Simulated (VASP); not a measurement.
Be (hcp) is relaxed at rising pressure, each step from the one before. Symmetry mostly holds the structure type, and other phases were not tried. The mesh follows the cell, and a change of mesh leaves a small step in the series.

Be is modelled in the hexagonal space group P6₃/mmc (No. 194), the hcp (Mg type) structure, Pearson symbol hP2. Lattice parameters: a = b = 2.2298 Å, c = 3.5182 Å, α = β = 90.00°, γ = 120.00°. Be on 2c is surrounded by 12 Be at 2.180–2.230 Å (anticuboctahedral). (Neighbours: up to the widest gap in distance over summed covalent radii, below 1.35, at either atom.)

Level of theory: LDA (Ceperley-Alder, Perdew-Zunger), VASP's LDA PAW potentials (set 64) (plane waves; VASP). Numerical set-up: 500 eV cut-off, 19×19×10 Γ-centred mesh, first-order Methfessel-Paxton smearing of 0.10 eV, potentials Be.

| P (GPa) | V (Å³/atom) | H − H(0) (eV/atom) | space group | gap on the mesh (eV) | k-mesh |
|---|---|---|---|---|---|
| 0 | 7.57 | 0.000 | P6_3/mmc | 0.00 | 19×19×10 |
| 5 | ? | ? | P6_3/mmc | 0.00 | 19×19×11 |
| 10 | 7.07 | 0.456 | P6_3/mmc | 0.00 | 19×19×11 |
| 20 | 6.69 | 0.885 | P6_3/mmc | 0.00 | 19×19×11 |
| 30 | ? | ? | P6_3/mmc | 0.00 | 20×20×11 |
| 45 | 6.01 | 1.875 | P6_3/mmc | 0.00 | 20×20×11 |

What belongs in the gaps?

- 30, V (Å³/atom): 6.38
- 30, H − H(0) (eV/atom): 1.296
- 5, V (Å³/atom): 7.31
- 5, H − H(0) (eV/atom): 0.232

Pressures at which the relaxation failed are left out.

The compound is Be in the hcp structure.
